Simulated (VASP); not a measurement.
AgB2:

```
Ag B
1.0
     3.00000    0.00000    0.00000
    -1.50000    2.59808    0.00000
     0.00000    0.00000    3.24000
Ag B
1 2
Direct
  0.00000 0.00000 0.00000
  0.66667 0.33333 0.50000
  0.33333 0.66667 0.50000
```

* Program: VASP 6.6.1
* Task: relaxation of cell and atoms
* Functional: revPBE
* Potentials or basis: VASP PAW PBE potentials, release 64 (Ag, B)
* Cutoff: 600 eV
* k mesh: 10 × 10 × 8
* Occupations: fermi-dirac, width 0.05 eV
* Spin: no spin polarisation

At the start: pressure 57.6 GPa; volume 8.42 Å³/atom.

Task: How do energy, volume and symmetry change on relaxing?

Result: Over 10 steps the energy falls by 481.7 meV/atom and the volume is 10.93 Å³/atom (+29.9 %); space group P6/mmm (No. 191, to 0.05 Å).

Step by step:
```tsv
step	energy change (eV)	largest force (eV/Å)	pressure (GPa)	volume (Å³)
1	0.0000	0.0000	57.65	25.25
2	-0.7592	0.0000	-19.11	37.95
3	-1.0970	0.0000	-3.07	32.27
4	-1.3326	0.0000	-0.80	32.18
5	-1.3521	0.0000	9.14	31.58
6	-1.4339	0.0000	3.11	31.95
7	-1.4346	0.0000	3.88	31.90
8	-1.4424	0.0000	-1.61	33.25
9	-1.4450	0.0000	0.17	32.79
10	-1.4450	0.0000	0.06	32.80
```

Final structure:
```
CELL_PARAMETERS angstrom
3.03096 0.00000 0.00000
-1.51548 2.62489 0.00000
0.00000 0.00000 4.12319
ATOMIC_POSITIONS crystal
Ag 0.00000 0.00000 0.00000
B 0.66667 0.33333 0.50000
B 0.33333 0.66667 0.50000
```

Caveat: the volume moved by over 15 % at a fixed basis, so the end points are rough; the PAW data sets were made with another functional, which shifts forces and pressure a little.
